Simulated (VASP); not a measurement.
PbSe:

```
Pb Se
1.0
     0.00000    3.06065    3.06065
     3.06065    0.00000    3.06065
     3.06065    3.06065    0.00000
Pb Se
1 1
Direct
  0.00000 0.00000 0.00000
  0.50000 0.50000 0.50000
```

| Quantity | Value |
| --- | --- |
| Program | VASP 6.6.1 |
| Task | relaxation of cell and atoms |
| Functional | r2SCAN |
| Potentials or basis | VASP PAW PBE potentials, release 64 (Pb_d, Se) |
| Cutoff | 600 eV |
| k mesh | 10 × 10 × 10 |
| Occupations | gaussian, width 0.02 eV |
| Spin | no spin polarisation |

At the start: pressure 1.6 GPa; volume 28.67 Å³/atom.

Q: Where does the relaxation end?

A: Over 3 steps the energy falls by 3.9 meV/atom and the volume is 29.49 Å³/atom (+2.8 %); space group Fm-3m (No. 225, to 0.05 Å).

The path:
| step | energy change (eV) | largest force (eV/Å) | pressure (GPa) | volume (Å³) |
| --- | --- | --- | --- | --- |
| 1 | 0.0000 | 0.0000 | 1.55 | 57.34 |
| 2 | -0.0064 | 0.0000 | -0.59 | 59.68 |
| 3 | -0.0077 | 0.0000 | 0.01 | 58.97 |

Final structure:
```yaml
crystal:
  lattice:
    - [0.00000, 3.08943, 3.08943]
    - [3.08943, 0.00000, 3.08943]
    - [3.08943, 3.08943, 0.00000]
  atoms:
    - { symbol: Pb, position: [0.00000, 0.00000, 0.00000] }
    - { symbol: Se, position: [0.50000, 0.50000, 0.50000] }
```

Caveat: the PAW data sets were made with another functional, which shifts forces and pressure a little.
